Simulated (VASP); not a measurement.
# TaW in VASP: notebook, part 2 of 2

VASP 6.6.1. Earlier steps stand in the parts before.

## 4. Single point, PBEsol+U

Contents of INCAR:

```
SYSTEM = TaW
  PREC = Accurate
  ENCUT = 520
  EDIFF = 1E-7
  ISMEAR = -1
  SIGMA = 0.05
  LREAL = .FALSE.
  LASPH = .TRUE.
  NELM = 60
  ALGO = Normal
  ISIF = 2
  LWAVE = .FALSE.
  LCHARG = .FALSE.
  LMAXMIX = 4
  LDAU = .TRUE.
  LDAUTYPE = 2
  LDAUL = 2 2
  LDAUU = 8 8
  LDAUJ = 0 0
  LDAUPRINT = 1
  LDIPOL = .TRUE.
  IDIPOL = 3
  DIPOL = 0.5 0.5 0.500
  GGA = PS
  NBANDS = 46
```

Contents of KPOINTS:

```
regular mesh
0
G
  7 7 1
  0 0 0
```

Contents of POSCAR:

```
TaW
1.0
    2.8156310853      0.0000000000      0.0000000000
   -0.9649541523      2.6451166123      0.0000000000
    0.0000000000      0.0000000000     26.3034960250
W Ta
3 3
Direct
    0.5000000000      0.5000000000      0.2851332003
    0.5000000000      0.5000000000      0.4570266401
    0.5000000000      0.5000000000      0.6289200798
    0.0000000000      0.0000000000      0.3710799202
    0.0000000000      0.0000000000      0.5429733599
    0.0000000000      0.0000000000      0.7148667997
```

Potentials or basis: VASP PAW PBE potentials, release 64 (W_sv, Ta_pv).

Command:

```
cat potpaw_PBE.64/W_sv/POTCAR potpaw_PBE.64/Ta_pv/POTCAR > POTCAR
mpirun -np 1 vasp_std > vasp.out
```

OUTCAR:

```text
SYSTEM = TaW
   PREC = Accurate
   ENCUT = 520
   EDIFF = 1E-7
   ISMEAR = -1
   LREAL = .FALSE.
   LASPH = .TRUE.
   NELM = 60
   ISIF = 2
   GGA = PS

 ion  position               nearest neighbor table
   1  0.500  0.500  0.285-   4 2.78   4 2.78   4 3.23   4 3.23
   2  0.500  0.500  0.457-   5 2.78   5 2.78   4 2.78   4 2.78   5 3.23   5 3.23   4 3.23   4 3.23

   3  0.500  0.500  0.629-   5 2.78   5 2.78   6 2.78   6 2.78   5 3.23   5 3.23   6 3.23   6 3.23

   4  0.000  0.000  0.371-   2 2.78   2 2.78   1 2.78   1 2.78   2 3.23   2 3.23   1 3.23   1 3.23

   5  0.000  0.000  0.543-   2 2.78   2 2.78   3 2.78   3 2.78   2 3.23   2 3.23   3 3.23   3 3.23

   6  0.000  0.000  0.715-   3 2.78   3 2.78   3 3.23   3 3.23

  LATTYP: Found a base centered orthorhombic cell.
 ALAT       =     3.2282575800
 B/A-ratio  =     1.4292697797
 C/A-ratio  =     8.1478925931

  Lattice vectors:

 A1 = (   2.8156310853,   0.0000000000,   0.0000000000)
 A2 = (  -0.9649541523,   2.6451166123,   0.0000000000)
 A3 = (   0.0000000000,   0.0000000000,  26.3034960250)

Analysis of symmetry for initial positions (statically):
[... 388 lines left out ...]
      1     -72.6529      2.00000
      2     -72.1208      2.00000
      3     -72.0337      2.00000
      4     -36.9809      2.00000
      5     -36.4318      2.00000
      6     -36.3545      2.00000
[... 773 lines left out ...]
     45       6.4617      0.00000
     46       6.9910      0.00000

------------------------ aborting loop because EDIFF is reached ----------------------------------------

 vacuum level on the upper side and lower side of the slab       (xc-potential included)        -0.159         0.032

  FORCE on cell =-STRESS in cart. coord.  units (eV):
  Direction    XX          YY          ZZ          XY          YZ          ZX
  --------------------------------------------------------------------------------------
  -------------------------------------------------------------------------------------
  Total        9.9455622      9.6006353     10.5340627     -0.4727540      0.0000000      0.0000000
  in kB       81.3403192     78.5193158     86.1534020     -3.8664443      0.0000000      0.0000000
  external PRESSURE =      82.0043457 kB  Pullay stress =       0.0000000 kB

 VOLUME and BASIS-vectors are now :
 -----------------------------------------------------------------------------
  energy-cutoff  :      520.00
  volume of cell :      195.90
      direct lattice vectors                 reciprocal lattice vectors
     2.815631085  0.000000000  0.000000000     0.355160165  0.129564524  0.000000000
    -0.964954152  2.645116612  0.000000000     0.000000000  0.378055166  0.000000000
     0.000000000  0.000000000 26.303496025     0.000000000  0.000000000  0.038017760

 POSITION                                       TOTAL-FORCE (eV/Angst)
 -----------------------------------------------------------------------------------
      0.92534      1.32256      7.50000        -0.000000      0.000000     -0.894683
      0.92534      1.32256     12.02140         0.000000      0.000000      0.059374
      0.92534      1.32256     16.54280         0.000000      0.000000      0.275256
      0.00000      0.00000      9.76070        -0.000000      0.000000     -0.128377
      0.00000      0.00000     14.28210         0.000000      0.000000     -0.090758
      0.00000      0.00000     18.80350         0.000000      0.000000      0.779187
 -----------------------------------------------------------------------------------
    total drift:                                0.000000      0.000000     -0.000065

  FREE ENERGIE OF THE ION-ELECTRON SYSTEM (eV)
  ---------------------------------------------------
  free  energy   TOTEN  =       -29.8340574544 eV

  energy  without entropy=      -29.7860349376  energy(sigma->0) =      -29.81004620

 vacuum level on the upper side and lower side of the slab         7.175         7.331
```

Wall time 4.2 min (1 thread of Intel Xeon Platinum 8488C (Sapphire Rapids), shared host); peak memory 0.38 GiB.

What came out:

```yaml
Free_energy: -29.8341 eV
Largest_force: 0.895 eV/Å
Band_gap_on_the_k_mesh: none (metal or under the smearing width)
```

Forces in eV/Å, atoms in the order of the input:
```
W    0.000  0.000 -0.895
W    0.000  0.000  0.059
W    0.000  0.000  0.275
Ta   0.000  0.000 -0.128
Ta   0.000  0.000 -0.091
Ta   0.000  0.000  0.779
```

Levels at points of the mesh, in eV from the Fermi level:
```
           k point  band 33  band 34  band 35  band 36  band 37  band 38  band 39  band 40  band 41  band 42
(0.00, 0.00, 0.00)    -0.59    -0.20    -0.06    -0.01     0.05     0.24     0.37     0.51     0.62     0.64
```

Eigenvalues of the final occupation matrices:
```csv
site,spin,trace,eigenvalues
site 1 d,1,1.56,0.19 0.22 0.35 0.36 0.44
site 1 d,2,1.56,0.19 0.22 0.35 0.36 0.44
site 2 d,1,1.62,0.20 0.20 0.36 0.39 0.47
site 2 d,2,1.62,0.20 0.20 0.36 0.39 0.47
site 3 d,1,1.62,0.19 0.20 0.36 0.40 0.48
site 3 d,2,1.62,0.19 0.20 0.36 0.40 0.48
site 4 d,1,1.08,0.15 0.15 0.26 0.26 0.26
site 4 d,2,1.08,0.15 0.15 0.26 0.26 0.26
site 5 d,1,1.07,0.15 0.16 0.24 0.25 0.26
site 5 d,2,1.07,0.15 0.16 0.24 0.25 0.26
site 6 d,1,1.05,0.13 0.16 0.21 0.24 0.31
site 6 d,2,1.05,0.13 0.16 0.21 0.24 0.31
```

Caveat: the PAW data sets were made with another functional, which shifts forces and pressure a little; U without spin polarisation on a metal has little footing; the U is typed as a test and isn't derived for this compound. Spin-orbit coupling is left out, which matters for the levels of Ta, W.

## 5. The runs side by side

```tsv
U	gap on the mesh (eV)	largest force (eV/Å)
Ta d U = 5 eV, W d U = 5 eV	none	0.36
Ta d U = 6 eV, W d U = 6 eV	none	0.45
Ta d U = 8 eV, W d U = 8 eV	none	0.89
```

Alike in all rows: task single point; level PBEsol+U; potentials or basis VASP PAW PBE potentials, release 64 (W_sv, Ta_pv); no spin polarisation; cell as given; k mesh 7 × 7 × 1; cutoff (eV) 520; smearing fermi-dirac 0.05 eV.

Every run on the cell as given and a fine mesh finds a metal.

Caveats: the PAW data sets were made with another functional, which shifts forces and pressure a little; U without spin polarisation on a metal has little footing; the U is typed as a test and isn't derived for this compound.

Total energies depend on the potentials used, so only differences within one code and one set of settings carry meaning.
